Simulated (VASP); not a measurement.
Input:

```yaml
crystal:
  lattice:
    - [0.00000, 1.94857, 1.94857]
    - [1.94857, 0.00000, 1.94857]
    - [1.94857, 1.94857, 0.00000]
  atoms:
    - { symbol: Al, position: [0.00000, 0.00000, 0.00000] }
```

Calculation: r2SCAN+rVV10, VASP's PBE PAW potentials (set 64) (plane waves; VASP). Run with 520 eV cut-off, 16×16×16 Γ-centred mesh, first-order Methfessel-Paxton smearing of 0.10 eV, potentials Al.

Problem. Give the stress tensor in GPa (positive for a compressed cell).

Solution. 
```
7.36  0.00  0.00
0.00  7.36  0.00
0.00  0.00  7.36
```
The pressure is its mean diagonal, 7.36 GPa.

The compound is Al in the fcc structure. This cell is one point of a volume scan, at 0.94 of the reference volume.
